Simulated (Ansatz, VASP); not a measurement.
# Cross-check of PtC between VASP and Ansatz, part 2 of 2

Aim: how closely do two programs agree when they are given the same cell, functional and k mesh? The cell is generated by rule, not measured, and may not be a known phase. The cell is taken from a series of runs on this material, whose earlier steps may have relaxed, scaled, displaced or heated it; both programs get it as it stands.

VASP 6.6.1 and Ansatz 0.2.0.

So far. Step 5 (Ansatz: single point, PBEsol, pair 2): The run ends at a pressure of 1.62 GPa, with forces up to 0.48 eV/Å.

## Step 6: VASP: single point, PBEsol, pair 2

Level of this step: PBEsol; plane waves and PAW (Pt, C); invented cell (VASP).

The same cell, functional, mesh and smearing now go to VASP, with its own data sets.

INCAR

```
SYSTEM = PtC
PREC = Accurate
ENCUT = 600
EDIFF = 1E-06
NELM = 120
ISMEAR = 1
SIGMA = 0.15
LREAL = .FALSE.
ALGO = Normal
GGA = PS
NBANDS = 20
LASPH = .TRUE.
LORBIT = 11
LWAVE = .FALSE.
LCHARG = .FALSE.
ISIF = 2
GGA_COMPAT = .FALSE.
KPAR = 2
```

POSCAR

```
PtC
1.0
   -2.7712460625      0.0000000000      0.0000000000
    0.0000000000     -2.7712460625     -2.7712460625
    0.0000000000     -2.7712460625      2.7712460625
Pt C
2 2
Direct
    0.0000000000      0.0000000000      0.0000000000
    0.0000000000      0.5000000000      0.5000000000
    0.4494812092      0.0000000000      0.5000000000
    0.5505187908      0.5000000000      0.0000000000
```

KPOINTS

```
Automatic mesh
0
Gamma
14 10 10
0 0 0
```

The projector-augmented-wave data sets are Pt and C (PBE family, release 64).

Launch:

```console
$ mpirun -np 2 vasp_std
```

Numbers of over 12 decimals in the logs are rounded to 6 here.

Output:

```text
[banner, memory and clock lines left out]
running    2 mpi-ranks, on    1 nodes
[...]
[... a notice as in an earlier step ...]

 LDA part: xc-table for (Slater+PW92), standard interpolation
 POSCAR, INCAR and KPOINTS ok, starting setup
[...]
entering main loop
       N       E                     dE             d eps       ncg     rms          rms(c)
DAV:   1     0.157297960114E+03    0.15730E+03   -0.15729E+04  6720   0.151E+03
DAV:   2    -0.211402268795E+02   -0.17844E+03   -0.17064E+03  7508   0.301E+02
DAV:   3    -0.286996980803E+02   -0.75595E+01   -0.72973E+01  7712   0.573E+01
DAV:   4    -0.287986561916E+02   -0.98958E-01   -0.98606E-01  7136   0.712E+00
[...]
DAV:  12    -0.256030383715E+02    0.10653E-04   -0.14841E-04  7308   0.906E-02    0.161E-02
DAV:  13    -0.256030372873E+02    0.10842E-05   -0.78633E-06  7192   0.169E-02    0.919E-03
DAV:  14    -0.256030371059E+02    0.18140E-06   -0.19869E-07  3524   0.333E-03
   1 F= -.25603037E+02 E0= -.25604557E+02  d E =0.456040E-02
```

From OUTCAR (step 6):

```text
  Total        0.7079276      0.2839517      0.2839517      0.0000000      0.0000000     -0.0000000
  in kB       26.6467467     10.6880830     10.6880830      0.0000000      0.0000000     -0.0000000
  external PRESSURE =      16.0076376 kB  Pullay stress =       0.0000000 kB

 POSITION                                       TOTAL-FORCE (eV/Angst)
 -----------------------------------------------------------------------------------
      0.00000      0.00000      0.00000         0.000000      0.000000      0.000000
      0.00000     -2.77125      0.00000         0.000000      0.000000      0.000000
     -1.24562     -1.38562      1.38562         0.472995     -0.000000     -0.000000
     -1.52562     -1.38562     -1.38562        -0.472995      0.000000      0.000000
 -----------------------------------------------------------------------------------
    total drift:                               -0.000000     -0.000000      0.000000

  FREE ENERGIE OF THE ION-ELECTRON SYSTEM (eV)
  ---------------------------------------------------
  free  energy   TOTEN  =       -25.6030371059 eV

  energy  without entropy=      -25.6075975040  energy(sigma->0) =      -25.60455724

[... 2 parts as in an earlier step ...]

[... 1 further part left out ...]
[key lines of the parts left out:]
E-fermi :  11.1211
```

The run ends at a pressure of 1.60 GPa, with forces up to 0.47 eV/Å.

## Step 7: Side by side

What differs besides the data sets and the points named for the pairs above, as far as they apply: the data sets hold 44 valence electrons in Ansatz (on its default PAW (the set named soft_2) files) and 28 in VASP. Total energies have different zeros and are not compared.

The two programs side by side:

```
      quantity  Ansatz  VASP  difference
pressure (GPa)    1.62  1.60       +0.02
```

Forces (eV/Å; atoms numbered as in POSCAR):

```
atom        Ansatz x, y, z          VASP x, y, z
 Pt1   0.000, 0.000, 0.000   0.000, 0.000, 0.000
 Pt2   0.000, 0.000, 0.000   0.000, 0.000, 0.000
  C3   0.483, 0.000, 0.000   0.473, 0.000, 0.000
  C4  -0.483, 0.000, 0.000  -0.473, 0.000, 0.000
```

The forces differ by 4.0 meV/Å r.m.s., which is 2.1 % of the r.m.s. force of 0.193 eV/Å (both taken over all components).

## Step 8: Ansatz: single point, PBEsol, pair 3

With cell and atoms fixed, the geometry can't cause a difference; cores, projectors, grids and the points listed under the comparison can.

The cell is taken from a series of runs on this material, whose earlier steps may have relaxed, scaled, displaced or heated it; both programs get it as it stands.

input.yaml

```yaml
crystal:
  lattice:
    - [-2.7712460625, 0.0, 0.0]
    - [0.0, -2.7712460625, -2.7712460625]
    - [0.0, -2.7712460625, 2.7712460625]
  atoms:
    - { symbol: Pt, position: [0.0, 1.0, 0.0] }
    - { symbol: Pt, position: [0.0, 0.5, 0.5] }
    - { symbol: C, position: [0.2834908967, 0.0, 0.5] }
    - { symbol: C, position: [0.7165091033, 0.5, 0.0] }
kpoints:
  mp_grid: { grid: [14, 10, 10] }
hamiltonian:
  xc: pbesol
scf:
  occupations: { method: methfessel_paxton, width: 0.15 }
output:
  forces: true
  stress: true
  eigenvalues: true
```

Launch:

```console
$ ansatz run input.yaml --threads 4 --pin off --max-ram 7168MiB --backend cpu --events-out ev --progress --plain --runs-dir out
```

Output:

```text
[...]
Crystal: 4 atoms, lattice volume = 42.565 Å³
Basis set: ecut = 420 eV, 825 PW (Γ), exchange–correlation on 40×54×54 points (8 copies of the dense FFT grid, shifted against one another)
Bands: 27, of which v1, the nominal top of the filled ones, is band 22 counted from 1 (21 counted from 0)
Symmetry: 16 space group operations
[...]
k-points: 168 of 1400
[...]
k-point 0: bands = [... 18 lower, 18.9940, 18.9940, 19.9273, 19.9486, 21.6298, 21.6298, 22.9773, 24.3534, ... 1 higher]
  k-point 1: bands = [... 18 lower, 18.7997, 18.8280, 20.0910, 20.1252, 21.5785, 21.6361, 23.0592, 24.3400, ... 1 higher]
  k-point 2: bands = [... 18 lower, 18.4209, 18.4867, 20.3216, 20.4794, 21.4464, 21.6470, 23.2086, 24.2894, ... 1 higher]
  k-point 167: bands = [... 18 lower, 18.9922, 18.9922, 19.9124, 19.9124, 20.9746, 20.9746, 21.5441, 21.5441, ... 1 higher]
[key lines of the parts left out:]
SCF converged after 6 iterations
Free energy (F): -25253.907598 eV
Fermi energy:    20.890178 eV
P = ⅓ Tr σ = 22.6649 GPa (226.649 kbar)
```

The run ends at a pressure of 22.66 GPa, with forces up to 0.30 eV/Å.

## Step 9: VASP: single point, PBEsol, pair 3

The same cell, functional, mesh and smearing now go to VASP, with its own data sets.

INCAR is that of step 6.

Edit POSCAR of step 6 so:

```diff
@@ -10,3 +10,3 @@
     0.0000000000      0.5000000000      0.5000000000
-    0.4494812092      0.0000000000      0.5000000000
-    0.5505187908      0.5000000000      0.0000000000
+    0.2834908967      0.0000000000      0.5000000000
+    0.7165091033      0.5000000000      0.0000000000
```

KPOINTS is that of step 6.

Launch:

```console
$ mpirun -np 2 vasp_std
```

Output:

```text
[... set-up lines as in an earlier step ...]
 entering main loop
       N       E                     dE             d eps       ncg     rms          rms(c)
DAV:   1     0.161323977457E+03    0.16132E+03   -0.15798E+04  6728   0.151E+03
DAV:   2    -0.220982856849E+02   -0.18342E+03   -0.17588E+03  7516   0.306E+02
DAV:   3    -0.300225813431E+02   -0.79243E+01   -0.76774E+01  7876   0.596E+01
DAV:   4    -0.301250528004E+02   -0.10247E+00   -0.10230E+00  7196   0.727E+00
[...]
DAV:  11    -0.261144089961E+02    0.30245E-03   -0.12895E-03  7772   0.245E-01    0.404E-02
DAV:  12    -0.261144155716E+02   -0.65755E-05   -0.83993E-05  7020   0.689E-02    0.117E-02
DAV:  13    -0.261144146286E+02    0.94293E-06   -0.21590E-06  5104   0.111E-02
   1 F= -.26114415E+02 E0= -.26113914E+02  d E =-.150178E-02
```

From OUTCAR (step 9):

```text
  Total        6.3486029      5.9997259      5.9997259      0.0000000      0.0000000      0.0000000
  in kB      238.9645539    225.8326504    225.8326504      0.0000000      0.0000000      0.0000000
  external PRESSURE =     230.2099515 kB  Pullay stress =       0.0000000 kB

 POSITION                                       TOTAL-FORCE (eV/Angst)
 -----------------------------------------------------------------------------------
      0.00000      0.00000      0.00000         0.000000      0.000000     -0.000000
      0.00000     -2.77125      0.00000         0.000000      0.000000     -0.000000
     -0.78562     -1.38562      1.38562         0.271573      0.000000      0.000000
     -1.98562     -1.38562     -1.38562        -0.271573     -0.000000     -0.000000
 -----------------------------------------------------------------------------------
    total drift:                               -0.000000     -0.000000      0.000000

  FREE ENERGIE OF THE ION-ELECTRON SYSTEM (eV)
  ---------------------------------------------------
  free  energy   TOTEN  =       -26.1144146286 eV

  energy  without entropy=      -26.1129128493  energy(sigma->0) =      -26.11391404

[... 2 parts as in an earlier step ...]

[... 1 further part left out ...]
[key lines of the parts left out:]
E-fermi :  11.3702
```

The run ends at a pressure of 23.02 GPa, with forces up to 0.27 eV/Å.

## Step 10: Differences

What differs besides the data sets and the points named for the pairs above, as far as they apply: the data sets hold 44 valence electrons in Ansatz (on its default PAW (the set named soft_2) files) and 28 in VASP. Total energies have different zeros and are not compared.

The two programs side by side:

| quantity | Ansatz | VASP | difference |
| --- | --- | --- | --- |
| pressure (GPa) | 22.66 | 23.02 | -0.36 |

Forces (eV/Å; atoms numbered as in POSCAR):

```
atom        Ansatz x, y, z          VASP x, y, z
 Pt1   0.000, 0.000, 0.000   0.000, 0.000, 0.000
 Pt2   0.000, 0.000, 0.000   0.000, 0.000, 0.000
  C3   0.302, 0.000, 0.000   0.272, 0.000, 0.000
  C4  -0.302, 0.000, 0.000  -0.272, 0.000, 0.000
```

The forces differ by 13 meV/Å r.m.s., which is 11.3 % of the r.m.s. force of 0.111 eV/Å (both taken over all components).

## Step 11: What the set-up changes

Further runs change the set-up of one program: Ansatz's method, potentials or start, or VASP's data sets, cutoff or form of LDA. The table gives Ansatz less VASP for each quantity, since a change that brings one quantity closer may part another.

```csv
run,r.m.s. force difference (meV/Å),pressure (GPa)
as above,13,-0.36
VASP with the data sets Pt_sv_GW and C,5.5,0.53
```

## Step 12: Summary of results

| Item | Value |
| --- | --- |
| r.m.s. force difference (single point, PBEsol, pair 1) | 2.1 meV/Å |
| r.m.s. force difference (single point, PBEsol, pair 2) | 4 meV/Å |
| r.m.s. force difference (single point, PBEsol, pair 3) | 13 meV/Å |

In words: The r.m.s. force difference is 13 meV/Å (single point, PBEsol, pair 3), at about the 12 meV/Å picked in this series as the mark of a large difference. The data sets hold unlike numbers of valence electrons (44 in Ansatz and 28 in VASP), so part of the differences may come from the potentials. Single point, PBEsol, pair 3, VASP with the data sets Pt_sv_GW and C: r.m.s. force difference goes from 13 to 5.5 meV/Å; the difference in pressure goes from -0.36 to 0.53 GPa. 3 further pairs of this series are not shown here. How closely two codes agree says nothing of how well the functional describes the real material.

[Lines on the potential files, build, host, timing and source positions are cut from VASP's logs without a mark.]

[Logs are printed without paths, hosts, clocks, repeated set-up lines and the standing remarks that a program may print on its own settings, such as how far it seeks lower states.]

[Hosts, paths, dates, database ids (printed as entryN), source tags and the programs' standing remarks are cut or masked in the printed files.]
